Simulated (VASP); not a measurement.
# Zr3PdSe4 (Cmmm) in VASP: density of states with PBE

Aim: the density of states of Zr3PdSe4 with PBE.

Everything below comes from runs of VASP 6.6.1. Logs are shortened: lines on timing, memory, paths and dates and some standing lists are left out, and cuts for length are marked.

### 1 The crystal as given

It takes space group Cmmm (No. 65, orthorhombic). Conventional cell: a = 7.736 Å, b = 10.957 Å, c = 3.895 Å, α = 90.00°, β = 90.00°, γ = 90.00°. Zr (site symmetry 2/m) has 6 Se at 2.74 to 2.75 Å as nearest neighbours. Zr (site symmetry mmm) has 6 Se at 2.77 to 2.79 Å as nearest neighbours. Around Pd (site symmetry mmm) lie 6 Se at 2.69 to 2.72 Å. Se (site symmetry m2m) is surrounded by 1 Pd at 2.69 Å and 5 Zr at 2.75 to 2.79 Å. Around Se (site symmetry 2mm) lie 2 Pd at 2.72 Å and 4 Zr at 2.74 to 2.77 Å.

The cell was built by a generator and needn't be a form met in nature.

### 2 Density of states, PBE

POSCAR

```
Zr3PdSe4
1.0
    3.8681300000     -5.4786900000      0.0000000000
    3.8681300000      5.4786900000      0.0000000000
    0.0000000000      0.0000000000      3.8952500000
Zr Pd Se
3 1 4
Direct
    0.0000000000      0.5000000000      0.5000000000
    0.5000000000      0.0000000000      0.5000000000
    0.5000000000      0.5000000000      0.0000000000
    0.0000000000      0.0000000000      0.0000000000
    0.2458010000      0.7541990000      0.0000000000
    0.7541990000      0.2458010000      0.0000000000
    0.7548530000      0.7548530000      0.5000000000
    0.2451470000      0.2451470000      0.5000000000
```

INCAR.step1

```
SYSTEM = Zr3PdSe4
PREC = Accurate ; ENCUT = 520
EDIFF = 1E-6 ; ISMEAR = 0
SIGMA = 0.1 ; LREAL = .False.
LASPH = .True. ; NELM = 100
ALGO = Fast ; ISIF = 2
LWAVE = .False. ; LCHARG = .True.
LMAXMIX = 4 ; GGA = PE
NBANDS = 45 ; KPAR = 8
```

KPOINTS.step1

```
Automatic mesh
0
Gamma
  6 6 8
  0 0 0
```

INCAR.step2

```
SYSTEM = Zr3PdSe4
PREC = Accurate ; ENCUT = 520
EDIFF = 1E-6 ; ISMEAR = -5
SIGMA = 0.1 ; LREAL = .False.
LASPH = .True. ; NELM = 100
ALGO = Fast ; ISIF = 2
LWAVE = .False. ; LCHARG = .False.
LMAXMIX = 4 ; GGA = PE
LORBIT = 10 ; NBANDS = 45
KPAR = 8 ; NEDOS = 2001
ICHARG = 11
```

KPOINTS.step2

```
Automatic mesh
0
Gamma
  9 9 12
  0 0 0
```

Potentials or basis: VASP PAW PBE potentials, release 64 (Zr_sv, Pd, Se).

Started as:

```
$ cat potpaw_PBE.64/Zr_sv/POTCAR potpaw_PBE.64/Pd/POTCAR potpaw_PBE.64/Se/POTCAR > POTCAR
$ cp INCAR.step1 INCAR
$ cp KPOINTS.step1 KPOINTS
$ mpirun -np 8 vasp_std > vasp.out
$ cp INCAR.step2 INCAR
$ cp KPOINTS.step2 KPOINTS
$ mpirun -np 8 vasp_std > vasp.out
```

OUTCAR:

```text
SYSTEM = Zr3PdSe4
   PREC = Accurate
   ENCUT = 520
   EDIFF = 1E-6
   ISMEAR = -5
   LREAL = .False.
   LASPH = .True.
   NELM = 100
   ISIF = 2
   GGA = PE
   LORBIT = 10
   ICHARG = 11

 ion  position               nearest neighbor table
   1  0.000  0.500  0.500-   7 2.74   8 2.74   5 2.75   6 2.75   5 2.75   6 2.75   2 3.87   2 3.87
                             3 3.88   3 3.88   3 3.88   3 3.88
   2  0.500  0.000  0.500-   7 2.74   8 2.74   5 2.75   6 2.75   5 2.75   6 2.75   1 3.87   1 3.87
                             3 3.88   3 3.88   3 3.88   3 3.88
   3  0.500  0.500  0.000-   7 2.77   8 2.77   7 2.77   8 2.77   5 2.79   6 2.79   1 3.88   2 3.88
                             1 3.88   2 3.88   2 3.88   2 3.88   1 3.88   1 3.88
   4  0.000  0.000  0.000-   5 2.69   6 2.69   7 2.72   8 2.72   7 2.72   8 2.72
   5  0.246  0.754  0.000-   4 2.69   2 2.75   1 2.75   1 2.75   2 2.75   3 2.79
   6  0.754  0.246  0.000-   4 2.69   2 2.75   1 2.75   1 2.75   2 2.75   3 2.79
   7  0.755  0.755  0.500-   4 2.72   4 2.72   1 2.74   2 2.74   3 2.77   3 2.77
   8  0.245  0.245  0.500-   4 2.72   4 2.72   1 2.74   2 2.74   3 2.77   3 2.77

  LATTYP: Found a base centered orthorhombic cell.
 ALAT       =     7.7362600000
 B/A-ratio  =     1.4163665647
 C/A-ratio  =     0.5035055699

  Lattice vectors:

 A1 = (   3.8681300000,  -5.4786900000,   0.0000000000)
 A2 = (   3.8681300000,   5.4786900000,   0.0000000000)
 A3 = (   0.0000000000,   0.0000000000,   3.8952500000)

Analysis of symmetry for initial positions (statically):
=====================================================================
 Subroutine PRICEL returns:
 Original cell was already a primitive cell.

 Routine SETGRP: Setting up the symmetry group for a
 base centered orthorhombic supercell.

 Subroutine GETGRP returns: Found  8 space group operations
 (whereof  8 operations were pure point group operations)
 out of a pool of  8 trial point group operations.

The static configuration has the point symmetry D_2h.

Analysis of symmetry for dynamics (positions and initial velocities):
=====================================================================
 Subroutine PRICEL returns:
 Original cell was already a primitive cell.

 Routine SETGRP: Setting up the symmetry group for a
 base centered orthorhombic supercell.

 Subroutine GETGRP returns: Found  8 space group operations
 (whereof  8 operations were pure point group operations)
 out of a pool of  8 trial point group operations.

The dynamic configuration has the point symmetry D_2h.

 Subroutine INISYM returns: Found  8 space group operations
 (whereof  8 operations are pure point group operations),
 and found     1 'primitive' translations

----------------------------------------------------------------------------------------

                                     Primitive cell

  volume of cell :     165.0985

  direct lattice vectors                    reciprocal lattice vectors
     3.868130000 -5.478690000  0.000000000     0.129261426 -0.091262692  0.000000000
     3.868130000  5.478690000  0.000000000     0.129261426  0.091262692  0.000000000
     0.000000000  0.000000000  3.895250000     0.000000000  0.000000000  0.256722932

  length of vectors
     6.706599273  6.706599273  3.895250000     0.158232093  0.158232093  0.256722932

  position of ions in fractional coordinates (direct lattice)
     0.000000000  0.500000000  0.500000000
     0.500000000  0.000000000  0.500000000
     0.500000000  0.500000000  0.000000000
     0.000000000  0.000000000  0.000000000
     0.245801000  0.754199000  0.000000000
     0.754199000  0.245801000  0.000000000
     0.754853000  0.754853000  0.500000000
     0.245147000  0.245147000  0.500000000

  ion indices of the primitive-cell ions
   primitive index   ion index
                 1           1
                 2           2
                 3           3
                 4           4
                 5           5
                 6           6
                 7           7
                 8           8

----------------------------------------------------------------------------------------

 KPOINTS: Automatic mesh

Automatic generation of k-mesh.
 Grid dimensions read from file:
 generate k-points for:    9    9   12

 Generating k-lattice:

  Cartesian coordinates                     Fractional coordinates (reciprocal lattice)
     0.014362381 -0.010140299  0.000000000     0.111111111  0.000000000  0.000000000
     0.014362381  0.010140299  0.000000000     0.000000000  0.111111111  0.000000000
     0.000000000  0.000000000  0.021393578     0.000000000  0.000000000  0.083333333

  Length of vectors
     0.017581344  0.017581344  0.021393578

  Shift w.r.t. Gamma in fractional coordinates (k-lattice)
     0.000000000  0.000000000  0.000000000

 TETIRR: Found   1458 inequivalent tetrahedra from     5832

 Subroutine IBZKPT returns following result:
 ===========================================

 Found    175 irreducible k-points:

 Following reciprocal coordinates:
            Coordinates               Weight
  0.000000  0.000000  0.000000      1.000000
  0.111111  0.000000  0.000000      4.000000
  0.222222  0.000000  0.000000      4.000000
  0.333333  0.000000  0.000000      4.000000
  0.444444  0.000000  0.000000      4.000000
  0.111111  0.111111  0.000000      2.000000
[... 16 lines left out ...]
 -0.333333  0.333333  0.000000      2.000000
  0.444444  0.444444  0.000000      2.000000
 [... further k-points ...]
   k-points           NKPTS =    175   k-points in BZ     NKDIM =    175   number of bands    NBANDS=     45
   number of dos      NEDOS =   2001   number of ions     NIONS =      8
   total plane-waves  NPLWV =  75000
   dimension x,y,z NGX =    50 NGY =   50 NGZ =   30
   dimension x,y,z NGXF=   100 NGYF=  100 NGZF=   60
   ions per type =               3   1   4
   NGX,Y,Z   is equivalent  to a cutoff of  12.39, 12.39, 12.80 a.u.
   NGXF,Y,Z  is equivalent  to a cutoff of  24.79, 24.79, 25.61 a.u.
 SYSTEM =  Zr3PdSe4
   PREC   = accura    normal or accurate (medium, high low for compatibility)
   ISTART =      0    job   : 0-new  1-cont  2-samecut
   ICHARG =     11    charge: 1-file 2-atom 10-const
   ISPIN  =      1    spin polarized calculation?
   LNONCOLLINEAR =      F non collinear calculations
   LSORBIT =      F    spin-orbit coupling
   LASPH  =      T    aspherical Exc in radial PAW
   ENCUT  =  520.0 eV  38.22 Ry    6.18 a.u.  12.47 12.47  7.24*2*pi/ulx,y,z
   NELM   =    100;   NELMIN=  2; NELMDL=  0     # of ELM steps
   EDIFF  = 0.1E-05   stopping-criterion for ELM
   LREAL  =      F    real-space projection
   EDIFFG = 0.1E-04   stopping-criterion for IOM
   NSW    =      0    number of steps for IOM
   IBRION =     -1    ionic relax: 0-MD 1-quasi-New 2-CG
   NFREE  =      0    steps in history (QN), initial steepest desc. (CG)
   ISIF   =      2    stress and relaxation
   ISYM   =      2    0-nonsym 1-usesym 2-fastsym
   POTIM  = 0.5000    time-step for ionic-motion
   TEBEG  =    0.0;   TEEND  =   0.0 temperature during run
   PSTRESS=    0.0 pullay stress
   NELECT =      70.0000    total number of electrons
   NUPDOWN=      -1.0000    fix difference up-down
   EMIN   =  10.00;   EMAX   =-10.00  energy-range for DOS
   EFERMI =   0.00;   METHOD = LEGACY
   ISMEAR =    -5;   SIGMA  =   0.10  broadening in eV -4-tet -1-fermi 0-gaus
   EFERMI_NEDOS =   21; number of points for ismear=-14 and -15
   IALGO  =     68    algorithm
   IMIX   =      4    mixing-type and parameters
     AMIX     =   0.40;   BMIX     =  1.00
     AMIX_MAG =   1.60;   BMIX_MAG =  1.00
  volume/ion in A,a.u.               =      20.64       139.27
  Fermi-wavevector in a.u.,A,eV,Ry     =   1.229872  2.324120 20.579960  1.512584
  Thomas-Fermi vector in A             =   2.364742
   LORBIT       =     10    0 simple, 1 ext, 2 COOP (PROOUT), +10 PAW based schemes
   GGA     = PE    functional components
   LHFCALC =     F    Hartree Fock is set to
   AEXX    =    0.0000 exact exchange contribution
   IVDW    =     0    specifies the selected vdW correction
   LEPSILON=     F    determine dielectric tensor
   LRPA    =     F    only Hartree local field effects (RPA)
 non-spin polarized calculation
 RMM-DIIS sequential band-by-band and
 Fermi weights with tetrahedron method with Bloechl corrections
  energy-cutoff  :      520.00
  volume of cell :      165.10
 maximum number of plane-waves:      4482
 NGX is ok and might be reduce to    50

 number of electron      70.0000000 magnetization

 Free energy of the ion-electron system (eV)
  ---------------------------------------------------
  ext. energy  EPLUGINS =         0.00000000
  ---------------------------------------------------
  free energy    TOTEN  =       -52.03449639 eV

  energy without entropy =      -52.03449639  energy(sigma->0) =      -52.03449639

 E-fermi :   8.3611     XC(G=0): -10.8872

 val. band max:        8.4065787581   @ k =   0.0000   0.0000   0.3333
 cond. band min:       8.2968183791   @ k =   0.4444   0.3333   0.2500
 fundamental gap:     -0.1097603790
 Fermi energy:         8.3611290909

 k-point     1 :       0.0000    0.0000    0.0000
  band No.  band energies     occupation
      1     -41.8141      2.00000
      2     -41.8093      2.00000
      3     -41.5379      2.00000
      4     -19.9880      2.00000
      5     -19.9115      2.00000
      6     -19.8482      2.00000
[... 37 lines left out ...]
     44      10.2852      0.00000
     45      10.6648      0.00000
[... 1063 lines left out ...]
      5     -19.8951      2.00000
      6     -19.8523      2.00000
[... 37 lines left out ...]
     44       9.9344      0.00000
     45       9.9638      0.00000

 [... further k-points ...]

------------------------ aborting loop because EDIFF is reached ----------------------------------------

  FORCE on cell =-STRESS in cart. coord.  units (eV):
  Direction    XX          YY          ZZ          XY          YZ          ZX
  --------------------------------------------------------------------------------------
  -------------------------------------------------------------------------------------
  Total        0.2140708     -0.3351821      0.1052350      0.0000000      0.0000000      0.0000000
  in kB        2.0774227     -3.2527324      1.0212394      0.0000000      0.0000000      0.0000000
  external PRESSURE =      -0.0513568 kB  Pullay stress =       0.0000000 kB

 VOLUME and BASIS-vectors are now :
 -----------------------------------------------------------------------------
  energy-cutoff  :      520.00
  volume of cell :      165.10
      direct lattice vectors                 reciprocal lattice vectors
     3.868130000 -5.478690000  0.000000000     0.129261426 -0.091262692  0.000000000
     3.868130000  5.478690000  0.000000000     0.129261426  0.091262692  0.000000000
     0.000000000  0.000000000  3.895250000     0.000000000  0.000000000  0.256722932

 POSITION                                       TOTAL-FORCE (eV/Angst)
 -----------------------------------------------------------------------------------
      1.93406      2.73935      1.94762         0.000000      0.000000      0.000000
      1.93406     -2.73935      1.94762         0.000000      0.000000      0.000000
      3.86813      0.00000      0.00000         0.000000      0.000000      0.000000
      0.00000      0.00000      0.00000         0.000000      0.000000      0.000000
      3.86813      2.78536      0.00000         0.000000      0.004641     -0.000000
      3.86813     -2.78536      0.00000         0.000000     -0.004641      0.000000
      5.83974      0.00000      1.94762        -0.012758      0.000000      0.000000
      1.89652      0.00000      1.94762         0.012758      0.000000     -0.000000
 -----------------------------------------------------------------------------------
    total drift:                                0.000000     -0.000000      0.000000

  FREE ENERGIE OF THE ION-ELECTRON SYSTEM (eV)
  ---------------------------------------------------
  free  energy   TOTEN  =       -52.0344963923 eV

  energy  without entropy=      -52.0344963923  energy(sigma->0) =      -52.03449639

 total charge

# of ion       s       p       d       tot
------------------------------------------
    1        2.131   5.960   1.630   9.721
    2        2.131   5.960   1.630   9.721
    3        2.143   5.965   1.628   9.736
    4        0.270   0.285   8.825   9.380
    5        1.433   2.433   0.072   3.938
    6        1.433   2.433   0.072   3.938
    7        1.441   2.404   0.066   3.911
    8        1.441   2.404   0.066   3.911
--------------------------------------------------
tot         12.423  27.843  13.991  54.256
```

It took 3.8 min on 8 MPI ranks of Intel Xeon Platinum 8559C (Emerald Rapids), shared host; peak memory 1.1 GiB.

Results:

- Valence electrons inside the program's atomic spheres: Zr 9.72, 9.74; Pd 9.38; Se 3.94, 3.91

States per cell in windows of 1 eV (zero at the Fermi level; states under -8 eV left out):
| from (eV) | total | Pd4_d | Zr1_d | Zr2_d | Zr3_d | Se5_p | Se6_p |
| --- | --- | --- | --- | --- | --- | --- | --- |
| -8.0 | 0.02 | 0.00 | 0.00 | 0.00 | 0.00 | 0.00 | 0.00 |
| -7.0 | 3.76 | 0.09 | 0.08 | 0.08 | 0.06 | 0.37 | 0.37 |
| -6.0 | 6.20 | 0.21 | 0.18 | 0.18 | 0.10 | 0.69 | 0.69 |
| -5.0 | 11.06 | 1.17 | 0.42 | 0.42 | 0.40 | 0.93 | 0.93 |
| -4.0 | 2.89 | 0.27 | 0.08 | 0.08 | 0.12 | 0.23 | 0.23 |
| -3.0 | 2.54 | 1.55 | 0.07 | 0.07 | 0.06 | 0.04 | 0.04 |
| -2.0 | 5.39 | 3.71 | 0.15 | 0.15 | 0.12 | 0.06 | 0.06 |
| -1.0 | 6.49 | 2.07 | 0.63 | 0.63 | 0.73 | 0.10 | 0.10 |
| 0.0 | 6.58 | 0.24 | 1.35 | 1.35 | 0.95 | 0.09 | 0.09 |
| 1.0 | 10.82 | 0.16 | 2.40 | 2.40 | 2.28 | 0.14 | 0.14 |
| 2.0 | 2.68 | 0.04 | 0.40 | 0.40 | 0.57 | 0.05 | 0.05 |
| 3.0 | 0.00 | 0.00 | 0.00 | 0.00 | 0.00 | 0.00 | 0.00 |
| 4.0 | 0.00 | 0.00 | 0.00 | 0.00 | 0.00 | 0.00 | 0.00 |

Caveat: tetrahedron occupations give inexact forces and stress in metals.
